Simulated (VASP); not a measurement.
```
La2O3
1.0
    1.97698    -3.42423     0.00000
    1.97698     3.42423     0.00000
    0.00000     0.00000     6.25194
La O
2 3
Direct
  0.33333   0.66667   0.24816
  0.66667   0.33333   0.75184
  0.00000   0.00000   0.00000
  0.33333   0.66667   0.64551
  0.66667   0.33333   0.35449
```

These are revPBE GGA, VASP's PBE PAW potentials (set 64) (plane waves; VASP) values and carry that method's errors. Settings: 520 eV cut-off, 7×7×4 Γ-centred mesh, tetrahedra with Blöchl corrections, potentials La O.

The cores are frozen, which limits the accuracy of field gradients.

Task: Give the principal components of the electric field gradient (V/Å²) and the asymmetry η at each nucleus.

Result: 
| atom | Vxx | Vyy | Vzz | η |
|---|---|---|---|---|
| La1 | -53.2 | -53.2 | 106.5 | 0.00 |
| La2 | -53.2 | -53.2 | 106.5 | 0.00 |
| O3 | 4.4 | 4.4 | -8.8 | 0.00 |
| O4 | -3.8 | -3.8 | 7.5 | 0.00 |
| O5 | -3.8 | -3.8 | 7.5 | 0.00 |

The compound is La2O3 in the a-type structure. It was relaxed first.
